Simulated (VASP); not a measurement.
Method: r2SCAN+rVV10, VASP's PBE PAW potentials (set 64) (plane waves; VASP).

VASP input:

KPOINTS:
```
Automatic mesh
0
Gamma
5 5 5
0 0 0
```

### INCAR
```
SYSTEM = SrCl2
PREC = Accurate
ENCUT = 520
EDIFF = 1E-6
NELM = 100
ALGO = Normal
LREAL = .FALSE.
LASPH = .TRUE.
ISMEAR = 0
SIGMA = 0.05
METAGGA = R2SCAN
LUSE_VDW = .TRUE.
BPARAM = 11.95
CPARAM = 0.0093
LMIXTAU = .TRUE.
LMAXMIX = 4
LWAVE = .FALSE.
LCHARG = .FALSE.
IBRION = 2
ISIF = 3
NSW = 60
EDIFFG = -0.02
```

### POSCAR
```
SrCl2
1.0
  0.0000000000   3.4604136042   3.4604136042
  3.4604136042   0.0000000000   3.4604136042
  3.4604136042   3.4604136042   0.0000000000
Sr Cl
1 2
Direct
  1.0000000000   0.0000000000   1.0000000000
  0.2500000000   0.2500000000   0.2500000000
  0.7500000000   0.7500000000   0.7500000000
```

POTCAR, in this order: Sr_sv Cl (PBE.64 set). Program: vasp_std.

Question: Predict the energy per atom (σ→0), volume per atom.

Answer: 
```json
{
 "energy per atom (σ→0)": "-11680 meV/atom",
 "volume_per_atom": "28.09 Å^3/atom"
}
```

**OSZICAR**
```
...
DAV:   6    -0.350399011594E+02   -0.10610E-03   -0.10445E-03   496   0.346E-01    0.314E-02
DAV:   7    -0.350398614482E+02    0.39711E-04   -0.66137E-04   328   0.274E-01    0.183E-02
DAV:   8    -0.350399865881E+02   -0.12514E-03   -0.46944E-05   416   0.815E-02    0.869E-03
DAV:   9    -0.350399911725E+02   -0.45845E-05   -0.27565E-05   360   0.533E-02    0.471E-03
DAV:  10    -0.350399913107E+02   -0.13819E-06   -0.15948E-05   352   0.439E-02    0.224E-03
DAV:  11    -0.350399934462E+02   -0.21355E-05   -0.77586E-07   296   0.107E-02    0.157E-03
DAV:  12    -0.350399941253E+02   -0.67912E-06   -0.59803E-07   304   0.844E-03
   2 F= -.35039994E+02 E0= -.35039994E+02  d E =-.259483E-02
```

The compound is SrCl2 in the fluorite structure. This run relaxes it. Symmetry was kept, so distortions that lower it aren't found. The start is the result of an earlier pass.
